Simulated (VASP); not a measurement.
Input:

```xyz
4
Lattice="4.1777 0.0000 0.0000 0.0000 4.1777 0.0000 0.0000 0.0000 4.1777" Properties=species:S:1:pos:R:3 pbc="T T T"
Sc     0.0000     0.0000     0.0000
Al     2.0889     0.0000     2.0889
Al     0.0000     2.0889     2.0889
Al     2.0889     2.0889     0.0000
```

These are PBE GGA, VASP's PBE PAW potentials (set 64) (plane waves; VASP) values and carry that method's errors. Numerical set-up: 150 eV cut-off, 8×8×8 Γ-centred mesh, first-order Methfessel-Paxton smearing of 0.10 eV, potentials Sc_sv Al.

At this cut-off the stress carries a Pulay error, which pulls relaxed volumes low.  Energy and stress use the plane-wave basis of the starting cell.

Task: The ions, cell shape and volume are relaxed. Which structure does the run end with?

Result: 
```xyz
4
Lattice="3.9173 0.0000 0.0000 0.0000 3.9173 0.0000 0.0000 0.0000 3.9173" Properties=species:S:1:pos:R:3 pbc="T T T"
Sc     0.0000     0.0000     0.0000
Al     1.9586     3.9173     1.9586
Al     0.0000     1.9586     1.9586
Al     1.9586     1.9586     0.0000
```
Space group Pm-3m (221), at a tolerance of 0.03 Å.

Task: How do energy and volume change from the first to the last step?

Result: The energy (σ→0) changes by -406.7 meV/atom and the volume by -17.6 %, in 7 ionic steps.

The structure comes from a computed database's ScAl3 entry; how it stands against other phases isn't given here. This run relaxes it. Symmetry was kept, so distortions that lower it aren't found. The run is one of a series of settings (EDIFFG = -0.01, ENCUT = 150, IBRION = 2, ISIF = 3, NSW = 50, KPOINTS 8×8×8 Γ-centred mesh against the base run), some of them coarse on purpose.
